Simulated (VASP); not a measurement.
An input for Quantum ESPRESSO's pw.x (written as the equivalent of a VASP run, and not itself run):

```
&CONTROL
  calculation = 'scf'
  pseudo_dir = './pseudo'
  outdir = './out'
  tprnfor = .true.
  tstress = .true.
/
&SYSTEM
  ibrav = 0
  nat = 3
  ntyp = 2
  ecutwfc = 82.3
  occupations = 'smearing'
  smearing = 'gaussian'
  degauss = 0.009996
  input_dft = 'pbe'
/
&ELECTRONS
  conv_thr = 7.3e-08
  electron_maxstep = 100
/
ATOMIC_SPECIES
  Re 186.207 Re.upf
  Te 127.600 Te.upf
CELL_PARAMETERS angstrom
     4.0655810    0.0000000    0.0000000
    -2.0327910    3.5208970    0.0000000
     0.0000000    0.0000000   17.3055350
ATOMIC_POSITIONS crystal
  Re   0.0000000  0.0000000  0.5000000
  Te   0.3333330  0.6666670  0.5955050
  Te   0.6666670  0.3333330  0.4044950
K_POINTS automatic
  5 5 1 0 0 0
```

Question: Write the VASP files for the same calculation (PBE).

Answer: This is not unique; one that fits is 
POSCAR:
```
ReTe2
1
    4.0655810000     0.0000000000     0.0000000000
   -2.0327910000     3.5208970000     0.0000000000
    0.0000000000     0.0000000000    17.3055350000
Re Te
1 2
Direct
  0.0000000000   0.0000000000   0.5000000000
  0.3333330000   0.6666670000   0.5955050000
  0.6666670000   0.3333330000   0.4044950000
```

File KPOINTS:
```
Automatic mesh
0
Gamma
5 5 1
0 0 0
```

**INCAR**
```
ISMEAR = 0   ! Gaussian
NELM = 100   ! most electronic steps
SYSTEM = ReTe2
EDIFF = 1E-6
ALGO = Normal
GGA = PE
PREC = Accurate
LASPH = T
ENCUT = 300
LMAXMIX = 6   ! l cut-off of mixed one-centre charges
LCHARG = F
ISIF = 2
LWAVE = F
SIGMA = 0.136   ! width (eV)
LREAL = F   ! projection in real space or not
```

POTCAR, in this order: Re Te (PBE.64 set). Program: vasp_std.

What does not carry over: the potentials are each code's own (VASP's PAW set, PseudoDojo norm-conserving files in pw.x), so ENCUT and ecutwfc are chosen apart and not converted; conv_thr bounds pw.x's estimated SCF error, while EDIFF bounds the energy change between steps.

The cell is a sheet with vacuum, built from a generated structure.
